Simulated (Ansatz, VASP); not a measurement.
## TiTe2 (CdI2 prototype) in two plane-wave programs

Wanted: the spread between two codes on one cell, functional and k mesh. The cell is invented: As first built, before any earlier steps moved the atoms (in the runner's words): CdI2 prototype, lattice guessed from radii. It may not be a known or stable phase. The two relaxations start from unlike cells of this crystal (the structure described is Ansatz's start), so only their ends are compared.

Method: plane waves, with VASP 6.6.1 beside it; relaxation of cell and atoms at PBEsol with D3(BJ), DFT+U, in Ansatz 0.2.0.

### 1. The starting structure

It takes space group P-3m1 (No. 164, trigonal). The conventional cell has a = 4.016 Å, b = 4.016 Å, c = 6.627 Å, α = 90.00°, β = 90.00°, γ = 120.00°. Nearest to Ti lie 6 Te at 2.85 Å. Nearest to Te lie 3 Ti at 2.85 Å. As first built, before any earlier steps moved the atoms (in the runner's words): CdI2 prototype, lattice guessed from radii. Farther neighbours and most contacts between anions are not listed.

### 2. Ansatz: relaxation of cell and atoms, PBEsol with D3(BJ), DFT+U

Ansatz runs on its default PAW (the set named soft_2) files.

The relaxed volume is the usual yardstick between codes: in a stiff, nearly cubic crystal its relative difference is about their pressure difference at one cell divided by the bulk modulus.

Input file input.yaml:

```yaml
crystal:
  lattice:
    - [4.016397441, 0.0, 0.0]
    - [-2.008198721, 3.478302216, 0.0]
    - [0.0, 0.0, 6.627]
  atoms:
    - { symbol: Ti, position: [0.0, 0.0, 0.0], spin: 1.0 }
    - { symbol: Te, position: [0.333333333, 0.666666667, 0.25] }
    - { symbol: Te, position: [0.666666667, 0.333333333, 0.75] }
magnetization:
  spin_polarized: true
kpoints:
  mp_grid: { grid: [7, 7, 4] }
hamiltonian:
  xc: pbesol
  hubbard:
    sites: [{ species: Ti, l: d, u_eff: 3.0 }]
    projectors: ortho-atomic
  dispersion: d3bj
scf:
  occupations: { method: fermi_dirac, width: 0.05 }
output: {}
relax:
  cell: {}
  max_steps: 40
```

On the command line:

```sh
$ ansatz run input.yaml --threads 4 --pin off --max-ram 8192MiB --backend cpu --events-out ev --progress --plain --runs-dir out
```

Numbers of over 12 decimals in the logs are rounded to 6 here.

The program printed:

```text
Engine: ansatz 0.2.0, aarch64-unknown-linux-gnu
Pseudopotentials: kind: paw
Pseudopotential: Ti, paw, valence charge 12, recommended cutoff 420 eV (normal), Ti.paw.azcp
Pseudopotential: Te, paw, valence charge 16, recommended cutoff 420 eV (normal), Te.paw.azcp
Functional definition: PBEsol
  exchange = pbesol_x
  correlation = pbesol_c
Crystal: 3 atoms, lattice volume = 92.581 Å³
Basis set: ecut = 420 eV, 1799 PW (Γ), exchange–correlation on 54×54×90 points (8 copies of the dense FFT grid, shifted against one another)
Bands: 27, of which v1, the nominal top of the filled ones, is band 22 counted from 1 (21 counted from 0)
Symmetry: 12 space group operations
Space group: P-3m1 (ITA 164), of the structure as read, at distance tolerance 4.5e-5 Å
Magnetic group: BNS 164.85 (UNI 1315), of the structure as read, at distance tolerance 4.5e-5 Å
k-points: 28 of 196
Non-local potential: Ti, projectors of the file, l = 0: 3, l = 1: 2, l = 2: 3, l = 3: 1
Non-local potential: Te, projectors of the file, l = 0: 2, l = 1: 2, l = 2: 2, l = 3: 2
PAW form: soft (Blöchl's): semilocal exchange-correlation on the pseudo side does not see the compensation charge
PAW frozen core: Ti, regenerated for the run's functional, and the local potential with it (the file was generated under x = pbe(κ = 0.804, μ = 0.219515), c = pbe(β = 0.066725))
PAW frozen core: Te, regenerated for the run's functional, and the local potential with it (the file was generated under x = pbe(κ = 0.804, μ = 0.219515), c = pbe(β = 0.066725))
PAW one-centre angular grid: Ti, 590 points (default); XC on 64 Gauss nodes
PAW one-centre angular grid: Te, 590 points (default); XC on 64 Gauss nodes
Initial density: superposition of atomic densities (chi_scale 0.1, normalization cell)
Starting moments: Σ|m| = 1 μB on 1 of 3 sites
Initial wavefunctions: pseudopotential atomic-orbital guess
Functional: x = pbesol(κ = 0.804, μ = 0.123457), c = pbesol(β = 0.046)
SCF iter   1: F=—  HF=-16277.481459 eV  |F-HF|=—  |Δ(HF+E_count)|=         —  Δρ=4.21e-2 (↑4.21e-2 ↓1.65e-2)  dr2=4.13e0  dr2_m=2.28e-1  M=0.055 μB ∫|m|=0.623 μB  β_m=0.30  ethr=3.10e-3  ⟨swp⟩=6.2  Hψ=6826  notcnv=0
preconditioner: auto → Kerker (q_TF=auto, 2.410 Å⁻¹)  [metal: Δε(μ)=0.034 eV  Ē_g=6.628 eV  σ=0.050 eV  W_gap=0.17  n_scr=22 (ndim 8)  ℏωp=15.4 eV  f_vac=0.017  D(μ)=0.99/eV (n_scr^D=2)]
spin=Collinear: Kerker preconditioning applied to the charge; magnetization (m = ρ↑ − ρ↓) channel mixes plain (no charge-response kernel on spin).
SCF iter   2: F=—  HF=-16277.043008 eV  |F-HF|=—  |Δ(HF+E_count)|=   4.38e-1  Δρ=1.40e-2 (↑1.40e-2 ↓1.06e-2)  dr2=4.23e-1  dr2_m=4.12e-2  M=0.175 μB ∫|m|=0.840 μB  β_m=0.30  ethr=3.10e-3  ⟨swp⟩=3.0  Hψ=2546  notcnv=0  defer=19
SCF iter   3: F=—  HF=-16277.111474 eV  |F-HF|=—  |Δ(HF+E_count)|=   6.85e-2  Δρ=9.59e-3 (↑8.12e-3 ↓9.59e-3)  dr2=3.51e-1  dr2_m=1.60e-2  M=0.195 μB ∫|m|=0.858 μB  β_m=0.30  ethr=9.62e-4  ⟨swp⟩=2.0  Hψ=1789  notcnv=0  defer=19
SCF iter   4: F=—  HF=-16277.202730 eV  |F-HF|=—  |Δ(HF+E_count)|=   9.13e-2  Δρ=1.64e-2 (↑1.64e-2 ↓5.78e-3)  dr2=6.20e-1  dr2_m=3.56e-2  M=0.103 μB ∫|m|=0.681 μB  β_m=0.30  ethr=7.99e-4  ⟨swp⟩=3.0  Hψ=2489  notcnv=0  defer=19
SCF iter   5: F=—  HF=-16277.176655 eV  |F-HF|=—  |Δ(HF+E_count)|=   2.61e-2  Δρ=6.69e-3 (↑3.60e-3 ↓6.69e-3)  dr2=2.04e-1  dr2_m=3.93e-3  M=0.171 μB ∫|m|=0.783 μB  β_m=1.00  ethr=7.99e-4  ⟨swp⟩=3.1  Hψ=2746  notcnv=0  defer=15
SCF iter   6: F=—  HF=-16277.189901 eV  |F-HF|=—  |Δ(HF+E_count)|=   1.32e-2  Δρ=2.01e-3 (↑8.54e-4 ↓2.01e-3)  dr2=1.37e-2  dr2_m=1.07e-3  M=0.151 μB ∫|m|=0.721 μB  β_m=0.30  ethr=4.64e-4  ⟨swp⟩=2.3  Hψ=1963  notcnv=0  defer=7
SCF iter   7: F=—  HF=-16277.203900 eV  |F-HF|=—  |Δ(HF+E_count)|=   1.40e-2  Δρ=1.57e-3 (↑1.57e-3 ↓1.40e-3)  dr2=9.79e-4  dr2_m=1.60e-3  M=0.144 μB ∫|m|=0.686 μB  β_m=0.30  ethr=3.10e-5  ⟨swp⟩=2.0  Hψ=1935  notcnv=0  defer=6
Mixer restart at iter 7: flushing history
spin-set hold released at iteration 7 (site moments contracting): the magnetisation degrees of freedom join the quasi-Newton model from the next iteration; the mixer history was flushed
SCF iter   8: F=—  HF=-16277.213012 eV  |F-HF|=—  |Δ(HF+E_count)|=   9.11e-3  Δρ=1.54e-3 (↑1.28e-3 ↓1.54e-3)  dr2=1.35e-3  dr2_m=1.46e-3  M=0.141 μB ∫|m|=0.663 μB  β_m=0.57  ethr=2.22e-6  ⟨swp⟩=1.9  Hψ=1913  notcnv=0  defer=6
SCF iter   9: F=—  HF=-16277.230191 eV  |F-HF|=—  |Δ(HF+E_count)|=   1.72e-2  Δρ=2.61e-3 (↑2.61e-3 ↓5.27e-4)  dr2=8.62e-3  dr2_m=1.71e-3  M=0.108 μB ∫|m|=0.552 μB  β_m=0.58  ethr=2.22e-6  ⟨swp⟩=2.6  Hψ=3091  notcnv=0  defer=3
[...]
spin-set hold released at iteration 12 (site moments contracting): the magnetisation degrees of freedom join the quasi-Newton model from the next iteration; the mixer history was flushed
[...]
SCF iter  20: F=-16277.646657 eV  HF=-16277.646657 eV  |F-HF|=4.76e-8  |Δ(HF+E_count)|=   9.28e-8  Δρ=3.82e-6 (↑3.82e-6 ↓3.28e-6)  dr2=5.53e-8  dr2_m=5.76e-10  M=0.190 μB ∫|m|=0.384 μB  β_m=1.00  ethr=2.27e-10  ⟨swp⟩=1.0  Hψ=4496  notcnv=0
iter 21 did not close the SCF: its close was put off for a magnetic moment that had not settled (scf_convergence_deferred on its scf_iter line)
SCF iter  21: F=-16277.646657 eV  HF=-16277.646657 eV  |F-HF|=5.02e-10  |Δ(HF+E_count)|=  2.96e-10  Δρ=7.74e-7 (↑7.74e-7 ↓5.79e-7)  dr2=8.26e-10  dr2_m=1.23e-10  M=0.190 μB ∫|m|=0.384 μB  β_m=0.98  ethr=1.26e-10  ⟨swp⟩=1.0  Hψ=3291  notcnv=0
SCF iter  22: F=-16277.646657 eV  HF=-16277.646657 eV  |F-HF|=9.02e-10  |Δ(HF+E_count)|=   1.03e-9  Δρ=5.29e-7 (↑5.29e-7 ↓3.58e-7)  dr2=1.04e-9  dr2_m=2.87e-11  M=0.190 μB ∫|m|=0.384 μB  ethr=1.88e-12  ⟨swp⟩=1.1  Hψ=4495  notcnv=0
SCF 1 converged in 22 iterations: F = -16277.646657 eV  dr2 = 1.04e-9
Symmetry: 4 space group operations
k-points: 60 of 196
Initial density: read from a saved state, or passed on in memory by an earlier SCF of this step, an earlier step, the calling program or the single point that the run made first
SCF iter   1: F=—  HF=-16277.409692 eV  |F-HF|=—  |Δ(HF+E_count)|=         —  Δρ=2.66e-2 (↑2.66e-2 ↓2.88e-3)  dr2=4.90e-1  dr2_m=1.33e-1  M=0.480 μB ∫|m|=0.730 μB  ethr=2.27e-6  ⟨swp⟩=1.0  Hψ=25264  notcnv=0
preconditioner: auto → Kerker (q_TF=auto, 2.500 Å⁻¹)  [metal: Δε(μ)=0.047 eV  Ē_g=6.732 eV  σ=0.050 eV  W_gap=0.23  n_scr=22 (ndim 8)  ℏωp=17.2 eV  f_vac=0.004  D(μ)=1.27/eV (n_scr^D=2)]
spin=Collinear: Kerker preconditioning applied to the charge; magnetization (m = ρ↑ − ρ↓) channel mixes plain (no charge-response kernel on spin).
SCF iter   2: F=—  HF=-16277.642269 eV  |F-HF|=—  |Δ(HF+E_count)|=         —  Δρ=1.39e-3 (↑1.25e-3 ↓1.39e-3)  dr2=9.66e-3  dr2_m=4.33e-4  M=0.237 μB ∫|m|=0.531 μB  ethr=2.27e-6  ⟨swp⟩=1.0  Hψ=15844  notcnv=0
SCF iter   3: F=—  HF=-16277.646655 eV  |F-HF|=—  |Δ(HF+E_count)|=   4.39e-3  Δρ=9.80e-5 (↑9.80e-5 ↓4.23e-5)  dr2=3.59e-5  dr2_m=1.33e-6  M=0.193 μB ∫|m|=0.392 μB  ethr=2.27e-6  ⟨swp⟩=1.0  Hψ=7695  notcnv=0
SCF iter   4: F=—  HF=-16277.646657 eV  |F-HF|=—  |Δ(HF+E_count)|=   2.72e-6  Δρ=6.25e-6 (↑6.25e-6 ↓4.69e-6)  dr2=9.54e-8  dr2_m=2.42e-9  M=0.190 μB ∫|m|=0.384 μB  ethr=2.27e-10  ⟨swp⟩=2.9  Hψ=9916  notcnv=0
SCF iter   5: F=-16277.646657 eV  HF=-16277.646657 eV  |F-HF|=6.38e-10  |Δ(HF+E_count)|=   6.59e-9  Δρ=6.48e-7 (↑6.30e-7 ↓6.48e-7)  dr2=1.04e-9  dr2_m=8.30e-11  M=0.190 μB ∫|m|=0.384 μB  ethr=2.17e-10  ⟨swp⟩=1.0  Hψ=8489  notcnv=0
SCF iter   6: F=-16277.646657 eV  HF=-16277.646657 eV  |F-HF|=6.48e-10  |Δ(HF+E_count)|=  1.64e-11  Δρ=6.50e-7 (↑6.31e-7 ↓6.50e-7)  dr2=1.05e-9  dr2_m=8.29e-11  M=0.190 μB ∫|m|=0.384 μB  ethr=2.36e-12  ⟨swp⟩=1.4  Hψ=10649  notcnv=0
SCF 2 converged in 6 iterations: F = -16277.646657 eV  dr2 = 1.05e-9
a single-point calculation of the run's input, under the relaxation's own `scf.mixing.negative_modes` where the relaxation goes by `scf.lower_state_search: light` itself or types `scf.max_iter`, was made at the relaxed geometry, from the atoms, in 28 SCF iterations in all. It converged +0.0 meV from the relaxation's final energy, with moments (0.23, -0.03, -0.03 Bohr magnetons, atom by atom), which does not count as lower, and the relaxation's result stands. No further magnetic order was relaxed to its end, and one can end lower (see `relax.adjacent_minimum`).
SCF converged after 8 iterations
Magnetization: 0.1900 μB (22.0950 up, 21.9050 down)
Absolute magnetization: 0.3852 μB (∫|ρ↑−ρ↓|, with the PAW one-centre terms)
Spin contamination: 0.0141 ħ² per cell (⟨S²⟩ above its minimum at these occupations)
Per-site moments (μB) at R_I (Å): [(0.227704, 1.129507), (-0.032904, 1.129507), (-0.032904, 1.129507)]
Free energy (F): -16277.646657 eV
Harris-Foulkes:  -16277.646657 eV  (|F-HF|=1.09e-11)
Internal energy: -16277.639788 eV  (E = F + TS)
E sigma→0 (E₀):  -16277.643223 eV
Entropy (-TS):   -0.006869 eV (-2.290 meV/atom)
Fermi energy:    11.707872 eV
--- Per-component energies (eV) ---
  E_band       = -620.420107
  E_kinetic    = 636.151015
  E_local      = -3144.540169  (includes V_loc(G=0)·N_el)
  E_nonlocal   = -606.353900
  E_hartree    = 1878.211285
  E_xc         = -345.574502
  E_vxc        = -332.683596  (∫ρ·V_xc dr)
  E_hubbard    = 2.819719  (on-site DFT+U / exact-exchange correction)
  E_vhub       = 1.378310  (the Hubbard potential's part of the band-sum identity)
  E_paw        = -10191.910383  (= ΣΔE_a)
  E_vpaw       = -930.793988  (= ΣTr[D̂ρ^β])
  E_aug_tail   = -0.000244  (compensation charges beyond the density's cutoff)
  E_ewald      = -4505.808836
  E_disp       = -1.522788  (pairwise vdW)
  E_core_change = 0.889015  (= ΣΔE_core)
  E_smearing   = -0.006869  (= −TS)
  E_closure    = 0.000000  (closes the sum)
  Σ components = -16277.646657   (vs F -16277.646657, Δ=0.00e0)
--- Forces (eV/Å), atoms counted from 1 ---
  atom   1  Ti     0.00000000     0.00000000     0.00000000
  atom   2  Te    -0.00000000     0.00000000     0.00082458
  atom   3  Te     0.00000000    -0.00000000    -0.00082458
  max |Σ_I F_I| component: 1.16e-18 eV/Å
--- Stress (GPa, compression-positive) ---
        0.000160       0.000000       0.000000
        0.000000       0.000160       0.000000
        0.000000       0.000000       0.005450
  P = ⅓ Tr σ = 0.0019 GPa (0.019 kbar)
--- Relaxed structure (6 steps of the walk, 6 accepted, 1 SCFs on fresh bases) ---
  F+E_penalty+E_count = -16277.64665726 eV   max|allowed force component| = 8.246e-4 eV/Å   (the final SCF, on the basis selected at the relaxed cell)
  cell:  # Å, volume = 74.3131 Å³
    - [3.714427, 2.669711445248143e-10, 0]
    - [-1.857213, 3.216788, 1.7594535946510763e-17]
    - [0, 3.352181106618287e-17, 6.219435]
  atoms:
    - { symbol: Ti, position: [0, 0, 1.3742716536710784e-18] }
    - { symbol: Te, position: [0.333333, 0.666667, 0.273750] }
    - { symbol: Te, position: [0.666667, 0.333333, 0.726250] }
```

(Continued in part 2 of 2.)

[Lines on the potential files, build, host, timing and source positions are cut from VASP's logs without a mark.]

[Logs are printed without paths, hosts, clocks, repeated set-up lines and the standing remarks that a program may print on its own settings, such as how far it seeks lower states.]

[Hosts, paths, dates, database ids (printed as entryN), source tags and the programs' standing remarks are cut or masked in the printed files.]
